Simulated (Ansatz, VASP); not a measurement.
# AlGaN2 in two plane-wave programs, part 2 of 2

Wanted: the spread between two codes on one cell, functional and k mesh. The cell is generated by rule, not measured, and may not be a known phase. The cell is taken from a series of runs on this material, whose earlier steps may have relaxed, scaled, displaced or heated it; both programs get it as it stands.

VASP 6.6.1 and Ansatz 0.2.0.

So far: The starting structure; Ansatz: relaxation of cell and atoms, LDA, pair 1.

**3. VASP: relaxation of cell and atoms, LDA, pair 1**

Level of this step: LDA; plane waves and PAW (Al, Ga_d, N); invented cell (VASP).

The same cell, functional (in two slightly different forms) and mesh now go to VASP, with its own data sets.

Lines of VASP's logs that name or quote its potential files are left out, and so is its time.

Contents of INCAR:

```
SYSTEM = AlGaN2
PREC = Accurate
ENCUT = 600
EDIFF = 1E-07
NELM = 120
ISMEAR = 0
SIGMA = 0.01
LREAL = .FALSE.
ALGO = Normal
GGA = CA
NBANDS = 34
LORBIT = 11
LWAVE = .FALSE.
LCHARG = .FALSE.
ISIF = 3
IBRION = 2
NSW = 80
EDIFFG = -0.005
LASPH = .TRUE.
GGA_COMPAT = .FALSE.
NELMIN = 4
EFERMI = MIDGAP
KPAR = 2
```

Contents of POSCAR:

```
AlGaN2
1.0
    3.1197350000      0.0000000000      0.0000000000
   -1.5598670000      2.7017690000      0.0000000000
    0.0000000000      0.0000000000     10.0972120000
Al Ga N
2 2 4
Direct
    0.3333333499      0.6666669134      0.0016840292
    0.6666665147      0.3333334567      0.2456832639
    0.3333333499      0.6666669134      0.4965970805
    0.6666665147      0.3333334567      0.7523237107
    0.3333333499      0.6666669134      0.1881245041
    0.6666665147      0.3333334567      0.4321949465
    0.3333333499      0.6666669134      0.6885611593
    0.6666665147      0.3333334567      0.9448313059
```

Contents of KPOINTS:

```
Automatic mesh
0
Gamma
9 9 2
0 0 0
```

PAW data sets: Al, Ga_d and N (LDA family, release 64).

Started as:

```sh
> mpirun -np 2 vasp_std
```

Numbers of over 12 decimals in the logs are rounded to 6 here.

Log:

```text
[banner, memory and clock lines left out]
running    2 mpi-ranks, on    1 nodes
 distrk:  each k-point on    1 cores,    2 groups
 distr:  one band on    1 cores,    1 groups

 POSCAR found type information on POSCAR AlGaN
 POSCAR found :  3 types and       8 ions
 LDA part: xc-table for (Slater(with rela. corr.)+CA(PZ))
 , standard interpolation
 POSCAR, INCAR and KPOINTS ok, starting setup
 FFT: planning ... GRIDC
 FFT: planning ... GRID_SOFT
 FFT: planning ... GRID
 WAVECAR not read
 entering main loop
       N       E                     dE             d eps       ncg     rms          rms(c)
DAV:   1     0.527612826075E+03    0.52761E+03   -0.26405E+04  1742   0.255E+03
DAV:   2     0.197140568092E+02   -0.50790E+03   -0.47963E+03  1824   0.604E+02
DAV:   3    -0.650036003292E+02   -0.84718E+02   -0.82924E+02  1818   0.184E+02
DAV:   4    -0.700209394983E+02   -0.50173E+01   -0.49816E+01  2282   0.476E+01
DAV:   5    -0.701351137667E+02   -0.11417E+00   -0.11388E+00  2006   0.692E+00    0.164E+01
DAV:   6    -0.607518409699E+02    0.93833E+01   -0.32543E+01  2620   0.593E+01    0.508E+00
DAV:   7    -0.608315436540E+02   -0.79703E-01   -0.33119E+00  1990   0.101E+01    0.385E+00
DAV:   8    -0.607266268271E+02    0.10492E+00   -0.48184E-01  2560   0.765E+00    0.883E-01
DAV:   9    -0.607004210639E+02    0.26206E-01   -0.12817E-01  2940   0.570E+00    0.330E-01
DAV:  10    -0.607011738345E+02   -0.75277E-03   -0.10115E-02  1918   0.663E-01    0.161E-01
DAV:  11    -0.607011225067E+02    0.51328E-04   -0.12239E-03  2446   0.497E-01    0.572E-02
DAV:  12    -0.607010916456E+02    0.30861E-04   -0.27024E-04  2144   0.149E-01    0.351E-02
DAV:  13    -0.607010957005E+02   -0.40548E-05   -0.37745E-05  2262   0.697E-02    0.152E-02
DAV:  14    -0.607010939587E+02    0.17417E-05   -0.11364E-05  2350   0.305E-02    0.472E-03
DAV:  15    -0.607010939157E+02    0.43005E-07   -0.44062E-06  2340   0.211E-02    0.370E-03
DAV:  16    -0.607010939266E+02   -0.10890E-07   -0.43778E-07  1828   0.527E-03
   1 F= -.60701094E+02 E0= -.60701094E+02  d E =-.607011E+02
[...]
2 F= -.60701134E+02 E0= -.60701134E+02  d E =-.398793E-04
[...]
3 F= -.60701910E+02 E0= -.60701910E+02  d E =-.815649E-03
[...]
4 F= -.60701909E+02 E0= -.60701909E+02  d E =-.814972E-03
[...]
5 F= -.60701920E+02 E0= -.60701920E+02  d E =-.114332E-04
[...]
6 F= -.60701922E+02 E0= -.60701922E+02  d E =-.131649E-04
[...]
7 F= -.60701924E+02 E0= -.60701924E+02  d E =-.166339E-05
 trial-energy change:   -0.000002  1 .order   -0.000005   -0.000014    0.000005
 step:   0.5122(harm=  0.7348)  dis= 0.00021  next Energy=   -60.701925 (dE=-0.322E-05)
 bond charge predicted
       N       E                     dE             d eps       ncg     rms          rms(c)
DAV:   1    -0.607019232049E+02    0.55781E-06   -0.67380E-04  1668   0.162E-01    0.535E-03
DAV:   2    -0.607019240798E+02   -0.87493E-06   -0.19177E-05  2178   0.447E-02    0.308E-03
DAV:   3    -0.607019237682E+02    0.31165E-06   -0.15501E-06  2478   0.140E-02    0.144E-03
DAV:   4    -0.607019237356E+02    0.32621E-07   -0.46670E-07  2318   0.739E-03
   8 F= -.60701924E+02 E0= -.60701924E+02  d E =-.167164E-05
 curvature:  -0.13 expect dE=-0.232E-06 dE for cont linesearch -0.179E-06
 trial: gam=-0.14791 g(F)=  0.120E-05 g(S)=  0.558E-06 ort = 0.487E-05 (trialstep = 0.901E+00)
 search vector abs. value=  0.703E-06
 reached required accuracy - stopping structural energy minimisation
```

From OUTCAR (step 3):

```text
ion  position               nearest neighbor table
   1  0.333  0.667  0.002-   5 1.88   8 1.89   8 1.89   8 1.89   2 3.05   2 3.05   2 3.05   4 3.10
                             4 3.10   4 3.10
   2  0.667  0.333  0.246-   6 1.88   5 1.89   5 1.89   5 1.89   1 3.05   1 3.05   1 3.05   3 3.11
                             3 3.11   3 3.11
   3  0.333  0.667  0.497-   6 1.91   6 1.91   6 1.91   7 1.94   2 3.11   2 3.11   2 3.11
   4  0.667  0.333  0.752-   7 1.91   7 1.91   7 1.91   8 1.94   1 3.10   1 3.10   1 3.10
   5  0.333  0.667  0.188-   1 1.88   2 1.89   2 1.89   2 1.89
   6  0.667  0.333  0.432-   2 1.88   3 1.91   3 1.91   3 1.91
   7  0.333  0.667  0.689-   4 1.91   4 1.91   4 1.91   3 1.94
   8  0.667  0.333  0.945-   1 1.89   1 1.89   1 1.89   4 1.94

  LATTYP: Found a hexagonal cell.
 ALAT       =     3.1197350000
 C/A-ratio  =     3.2365607976

 Subroutine GETGRP returns: Found  6 space group operations
 (whereof  6 operations were pure point group operations)

The static configuration has the point symmetry C_3v.

 Found     24 irreducible k-points:

   k-points           NKPTS =     24   k-points in BZ     NKDIM =     24   number of bands    NBANDS=     34

   dimension x,y,z NGX =    28 NGY =   28 NGZ =   84
   dimension x,y,z NGXF=    56 NGYF=   56 NGZF=  168

   ENCUT  =  600.0 eV  44.10 Ry    6.64 a.u.   6.23  6.23 20.17*2*pi/ulx,y,z

   NELECT =      52.0000    total number of electrons

 k-points in reciprocal lattice and weights: Automatic mesh
   0.00000000  0.00000000  0.00000000       0.006
   0.11111111  0.00000000  0.00000000       0.037
   0.22222222 -0.00000000  0.00000000       0.037
   0.33333333  0.00000000  0.00000000       0.037
   0.44444444 -0.00000000  0.00000000       0.037
   0.11111111  0.11111111  0.00000000       0.037
   0.22222222  0.11111111  0.00000000       0.074
   0.33333333  0.11111111  0.00000000       0.074
   0.44444444  0.11111111  0.00000000       0.037
[...]
0.33333333  0.22222222  0.50000000       0.074
   0.33333333  0.33333333  0.50000000       0.012

 average (electrostatic) potential at core
       1 -70.4637       2 -70.3821       3 -63.6994       4 -63.8136       5 -60.3562
       6 -60.7486       7 -61.0505       8 -60.6500

 E-fermi :   7.3500

 k-point     1 :       0.0000    0.0000    0.0000
  band No.  band energies     occupation
    ...
     22       5.3607      2.00000
     23       5.3607      2.00000
     24       5.6947      2.00000
     25       5.8737      2.00000
     26       5.8737      2.00000
     27       8.8263      0.00000
     28      10.6606      0.00000
     29      11.2687      0.00000
     30      11.7995      0.00000
     31      14.8133      0.00000
    ...

 k-point     2 :       0.1111    0.0000    0.0000
  band No.  band energies     occupation
    ...
     22       4.8356      2.00000
     23       5.0488      2.00000
     24       5.1509      2.00000
     25       5.6025      2.00000
     26       5.7384      2.00000
     27       9.5551      0.00000
     28      11.2713      0.00000
     29      11.7245      0.00000
     30      12.2610      0.00000
     31      14.3706      0.00000
    ...

 k-point     3 :       0.2222   -0.0000    0.0000
  band No.  band energies     occupation
    ...
     22       3.9456      2.00000
     23       4.5452      2.00000
     24       4.6883      2.00000
     25       5.2529      2.00000
     26       5.4151      2.00000
     27      10.6257      0.00000
     28      11.6719      0.00000
     29      11.9142      0.00000
     30      12.6538      0.00000
     31      13.5500      0.00000
    ...

  Total        0.0067995      0.0067995      0.0002758      0.0000000      0.0000000      0.0000000
  in kB        0.1275217      0.1275216      0.0051722      0.0000000      0.0000000      0.0000000
  external PRESSURE =       0.0867385 kB  Pullay stress =       0.0000000 kB

  energy-cutoff  :      600.00
  volume of cell :       85.43
      direct lattice vectors                 reciprocal lattice vectors
     3.123541127  0.000000001 -0.000000000     0.320149458  0.184838369 -0.000000000
    -1.561770062  2.705065199  0.000000000    -0.000000000  0.369676857 -0.000000000
     0.000000000  0.000000000 10.110638729     0.000000000 -0.000000000  0.098905720

 POSITION                                       TOTAL-FORCE (eV/Angst)
 -----------------------------------------------------------------------------------
      0.00000      1.80338      0.01771         0.000000      0.000000      0.000818
      1.56177      0.90169      2.48355         0.000000     -0.000000     -0.001608
      0.00000      1.80338      5.02031         0.000000      0.000000     -0.000732
      1.56177      0.90169      7.60698        -0.000000      0.000000      0.002611
      0.00000      1.80338      1.90204        -0.000000     -0.000000      0.001015
      1.56177      0.90169      4.36839         0.000000      0.000000     -0.002425
      0.00000      1.80338      6.96174         0.000000      0.000000     -0.001761
      1.56177      0.90169      9.55417         0.000000      0.000000      0.002082
 -----------------------------------------------------------------------------------
    total drift:                                0.001458     -0.001457     -0.000047

  FREE ENERGIE OF THE ION-ELECTRON SYSTEM (eV)
  ---------------------------------------------------
  free  energy   TOTEN  =       -60.7019237356 eV

  energy  without entropy=      -60.7019237356  energy(sigma->0) =      -60.70192374

 reached required accuracy - stopping structural energy minimisation

 total charge
# of ion       s       p       d       tot
------------------------------------------
    1        0.377   0.454   0.000   0.831
    2        0.376   0.450   0.000   0.826
    3        0.803   0.958  10.207  11.968
    4        0.804   0.965  10.208  11.976
    5        1.207   2.609   0.000   3.816
    6        1.206   2.552   0.000   3.758
    7        1.206   2.523   0.000   3.729
    8        1.207   2.579   0.000   3.787
--------------------------------------------------
tot          7.186  13.091  20.414  40.691

[... 3 further parts left out ...]
```

The run keeps the 6 symmetry operations of its start, so it cannot find a distortion of lower symmetry.

**4. Side by side**

Known differences besides the potentials themselves: the two LDA forms differ slightly; fixed occupations in Ansatz, narrow Gaussian smearing in VASP; the cutoff is 420 eV in Ansatz and 600 eV in VASP; VASP's log shows a relativistic correction to its local exchange, Ansatz's none; Ansatz adds a Pulay correction to the stress that steers its cell, VASP none. Total energies have different zeros and are not compared.

Both answers:

| quantity | Ansatz | VASP | difference |
| --- | --- | --- | --- |
| volume (Å³) | 85.11 | 85.43 | -0.38 % |
| edge a after relaxation, in the typed setting (Å) | 3.120 | 3.123 | -0.12 % |
| edge c after relaxation, in the typed setting (Å) | 10.097 | 10.111 | -0.13 % |

**5. VASP: relaxation of cell and atoms, LDA, pair 2**

The relaxed volume is the usual yardstick between codes: in a stiff, nearly cubic crystal its relative difference is about their pressure difference at one cell divided by the bulk modulus.

Edit INCAR of step 3 so:

```diff
@@ -6,3 +6,3 @@
 ISMEAR = 0
-SIGMA = 0.01
+SIGMA = 0.02
 LREAL = .FALSE.
```

Contents of POSCAR:

```
AlGaN2
1.0
    3.1205260000      0.0000000000      0.0000000000
   -1.5602630000      2.7024550000      0.0000000000
    0.0000000000      0.0000000000     10.0977990000
Al Ga N
2 2 4
Direct
    0.3333332100      0.6666664200      0.0016581831
    0.6666666050      0.3333332100      0.2456941359
    0.3333332100      0.6666664200      0.4965996055
    0.6666666050      0.3333332100      0.7523094884
    0.3333332100      0.6666664200      0.1881343647
    0.6666666050      0.3333332100      0.4322545933
    0.3333332100      0.6666664200      0.6885596554
    0.6666666050      0.3333332100      0.9447900478
```

KPOINTS is that of step 3.

Started as:

```sh
> mpirun -np 2 vasp_std
```

Log:

```text
[... set-up lines as in an earlier step ...]
 entering main loop
       N       E                     dE             d eps       ncg     rms          rms(c)
DAV:   1     0.516267210641E+03    0.51627E+03   -0.26595E+04  1808   0.256E+03
DAV:   2     0.222904442251E+02   -0.49398E+03   -0.46588E+03  1808   0.616E+02
DAV:   3    -0.646217240386E+02   -0.86912E+02   -0.85328E+02  1810   0.186E+02
DAV:   4    -0.700015700169E+02   -0.53798E+01   -0.53376E+01  2252   0.490E+01
[...]
DAV:  14    -0.607013217119E+02    0.13588E-05   -0.10719E-05  2474   0.338E-02    0.580E-03
DAV:  15    -0.607013215507E+02    0.16124E-06   -0.46772E-06  2346   0.216E-02    0.393E-03
DAV:  16    -0.607013215628E+02   -0.12078E-07   -0.51460E-07  1892   0.500E-03
   1 F= -.60701322E+02 E0= -.60701322E+02  d E =-.607013E+02
[... from here on, the cycles between the ionic steps are left out ...]
   2 F= -.60701367E+02 E0= -.60701367E+02  d E =-.455430E-04
   3 F= -.60701936E+02 E0= -.60701936E+02  d E =-.614097E-03
   4 F= -.60701935E+02 E0= -.60701935E+02  d E =-.613649E-03
   5 F= -.60701955E+02 E0= -.60701955E+02  d E =-.200821E-04
   6 F= -.60701961E+02 E0= -.60701961E+02  d E =-.257767E-04
   7 F= -.60701961E+02 E0= -.60701961E+02  d E =0.455984E-06
   8 F= -.60701963E+02 E0= -.60701963E+02  d E =-.190407E-05
[...]
reached required accuracy - stopping structural energy minimisation
```

OUTCAR, selected parts (step 5):

```text
  Total        0.0041693      0.0041693     -0.0042693     -0.0000000      0.0000000      0.0000000
  in kB        0.0781926      0.0781926     -0.0800670     -0.0000000      0.0000000      0.0000000
  external PRESSURE =       0.0254394 kB  Pullay stress =       0.0000000 kB

 POSITION                                       TOTAL-FORCE (eV/Angst)
 -----------------------------------------------------------------------------------
      0.00000      1.80338      0.01782         0.000000     -0.000000     -0.001170
      1.56177      0.90169      2.48355         0.000000     -0.000000     -0.000808
      0.00000      1.80338      5.02036         0.000000     -0.000000     -0.000132
      1.56177      0.90169      7.60719         0.000000     -0.000000      0.001779
      0.00000      1.80338      1.90208        -0.000000      0.000000      0.001110
      1.56177      0.90169      4.36837         0.000000     -0.000000     -0.001581
      0.00000      1.80338      6.96185        -0.000000     -0.000000     -0.001487
      1.56177      0.90169      9.55439         0.000000     -0.000000      0.002289
 -----------------------------------------------------------------------------------
    total drift:                                0.000000      0.001457      0.000114

  FREE ENERGIE OF THE ION-ELECTRON SYSTEM (eV)
  ---------------------------------------------------
  free  energy   TOTEN  =       -60.7019628929 eV

  energy  without entropy=      -60.7019628929  energy(sigma->0) =      -60.70196289

[... 2 parts as in an earlier step ...]

[... 2 further parts left out ...]
[key lines of the parts left out:]
E-fermi :   7.3498
```

**6. Ansatz: relaxation of cell and atoms, LDA, pair 2**

The same cell, functional (in two slightly different forms), mesh and smearing now go to Ansatz, which takes its cutoff from its data sets.

The cell is taken from a series of runs on this material, whose earlier steps may have relaxed, scaled, displaced or heated it; both programs get it as it stands.

Contents of input.yaml:

```yaml
crystal:
  lattice:
    - [3.1205257368, 0.0, 0.0]
    - [-1.5602628684, 2.7024545612, 0.0]
    - [0.0, 0.0, 10.0977993704]
  atoms:
    - { symbol: Al, position: [0.3333333333, 0.6666666667, 0.001658186] }
    - { symbol: Al, position: [0.6666666667, 0.3333333333, 0.2456941235] }
    - { symbol: Ga, position: [0.3333333333, 0.6666666667, 0.4965995848] }
    - { symbol: Ga, position: [0.6666666667, 0.3333333333, 0.7523094863] }
    - { symbol: "N", position: [0.3333333333, 0.6666666667, 0.1881343874] }
    - { symbol: "N", position: [0.6666666667, 0.3333333333, 0.4322545552] }
    - { symbol: "N", position: [0.3333333333, 0.6666666667, 0.6885596607] }
    - { symbol: "N", position: [0.6666666667, 0.3333333333, 0.9447900161] }
kpoints:
  mp_grid: { grid: [9, 9, 2] }
hamiltonian:
  xc: lda
scf:
  occupations: { method: gaussian, width: 0.02 }
output:
  forces: true
  stress: true
  eigenvalues: true
relax:
  adjacent_minimum: "off"
  f_tol: 0.005
  max_steps: 80
  cell: { stress_tol: 0.05 }
```

Started as:

```sh
> ansatz run input.yaml --threads 4 --pin off --max-ram 14336MiB --backend cpu --events-out ev --progress --plain --runs-dir out
```

Log:

```text
[...]
Crystal: 8 atoms, lattice volume = 85.156 Å³
Basis set: ecut = 420 eV, 1653 PW (Γ)
Bands: 34, of which v1, the nominal top of the filled ones, is band 26 counted from 1 (25 counted from 0)
Symmetry: 6 space group operations
[...]
k-points: 24 of 162 (time reversal used)
[...]
atoms:
    - { symbol: Al, position: [0.333333, 0.666667, 0.00168398] }
    - { symbol: Al, position: [0.666667, 0.333333, 0.245683] }
    - { symbol: Ga, position: [0.333333, 0.666667, 0.496597] }
    - { symbol: Ga, position: [0.666667, 0.333333, 0.752324] }
    - { symbol: N, position: [0.333333, 0.666667, 0.188125] }
    - { symbol: N, position: [0.666667, 0.333333, 0.432195] }
    - { symbol: N, position: [0.333333, 0.666667, 0.688561] }
    - { symbol: N, position: [0.666667, 0.333333, 0.944831] }
[key lines of the parts left out:]
SCF converged after 4 iterations
Free energy (F): -9943.855567 eV
Fermi energy:    10.157739 eV
P = ⅓ Tr σ = -0.0027 GPa (-0.027 kbar)
```

**7. Comparison**

Both answers:

| quantity | Ansatz | VASP | difference |
| --- | --- | --- | --- |
| volume (Å³) | 85.11 | 85.43 | -0.38 % |
| edge a after relaxation, in the typed setting (Å) | 3.120 | 3.123 | -0.12 % |
| edge c after relaxation, in the typed setting (Å) | 10.097 | 10.111 | -0.13 % |

**8. Outcome**

| Property | Result |
| --- | --- |
| difference in volume (relaxation of cell and atoms, LDA, pair 1) | -0.38 % |
| difference in volume (relaxation of cell and atoms, LDA, pair 2) | -0.38 % |

**Reading.** The difference in volume is -0.38 % (relaxation of cell and atoms, LDA, pair 2), within the 1.2 % picked in this series as the mark of a large difference, as far as the stopping tolerances let one tell. 1 further run of this series is not shown here. How closely two codes agree says nothing of how well the functional describes the real material.

[Lines on the potential files, build, host, timing and source positions are cut from VASP's logs without a mark.]

[Logs are printed without paths, hosts, clocks, repeated set-up lines and the standing remarks that a program may print on its own settings, such as how far it seeks lower states.]

[Hosts, paths, dates, database ids (printed as entryN), source tags and the programs' standing remarks are cut or masked in the printed files.]
